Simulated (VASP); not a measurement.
Input of a VASP 6.6.1 run:

Contents of INCAR:

```
SYSTEM = HfZr2Se4
PREC = Normal ; ENCUT = 520
EDIFF = 1E-4 ; ISMEAR = 0
SIGMA = 0.15 ; LREAL = Auto
LASPH = .True. ; NELM = 60
ALGO = Fast ; ISIF = 3
LWAVE = .False. ; LCHARG = .False.
GGA = PE ; IBRION = 2
NSW = 24 ; EDIFFG = -0.08
```

Contents of KPOINTS:

```
Automatic mesh
0
Gamma
  3 3 3
  0 0 0
```

The input POSCAR:

```
HfZr2Se4
1.0
    0.0000000000      5.4150000000      5.4150000000
    5.4150000000      0.0000000000      5.4150000000
    5.4150000000      5.4150000000      0.0000000000
Zr Hf Se
4 2 8
Direct
    0.6250000000      0.6250000000      0.6250000000
    0.6250000000      0.1250000000      0.6250000000
    0.1250000000      0.6250000000      0.6250000000
    0.6250000000      0.6250000000      0.1250000000
    0.0000000000      0.0000000000      0.0000000000
    0.2500000000      0.2500000000      0.2500000000
    0.8700000000      0.3900000000      0.8700000000
    0.3900000000      0.8700000000      0.8700000000
    0.8700000000      0.8700000000      0.8700000000
    0.8700000000      0.8700000000      0.3900000000
    0.3800000000      0.8600000000      0.3800000000
    0.3800000000      0.3800000000      0.8600000000
    0.3800000000      0.3800000000      0.3800000000
    0.8600000000      0.3800000000      0.3800000000
```

Potentials or basis: VASP PAW PBE potentials, release 64 (Zr_sv, Hf_pv, Se).

Run with:

```sh
$ cat potpaw_PBE.64/Zr_sv/POTCAR potpaw_PBE.64/Hf_pv/POTCAR potpaw_PBE.64/Se/POTCAR > POTCAR
$ mpirun -np 1 vasp_std > vasp.out
```

Task: What does it give for the band gap on the k mesh?

Result: None (metal or under the smearing width).

Task: What does it give for the space group after relaxing (to 0.05 Å)?

Result: Fd-3m (No. 227).

Task: Estimate the relaxed volume.

Result: 25.55 Å³/atom.

Task: Estimate the relaxed cell.

Result: a = 7.967 Å, b = 7.967 Å, c = 7.967 Å, α = 60.00°, β = 60.00°, γ = 60.00°.

Forces on the atoms (eV/Å):
```
Zr   0.000  0.000  0.000
Zr   0.000  0.000  0.000
Zr   0.000  0.000  0.000
Zr   0.000  0.000  0.000
Hf   0.000  0.000  0.000
Hf   0.000  0.000  0.000
Se  -0.003  0.003 -0.003
Se   0.003 -0.003 -0.003
Se   0.003  0.003  0.003
Se  -0.003 -0.003  0.003
Se   0.003 -0.003  0.003
Se   0.003  0.003 -0.003
Se  -0.003 -0.003 -0.003
Se  -0.003  0.003  0.003
```

Spin-orbit coupling is left out, which matters for the levels of Hf.
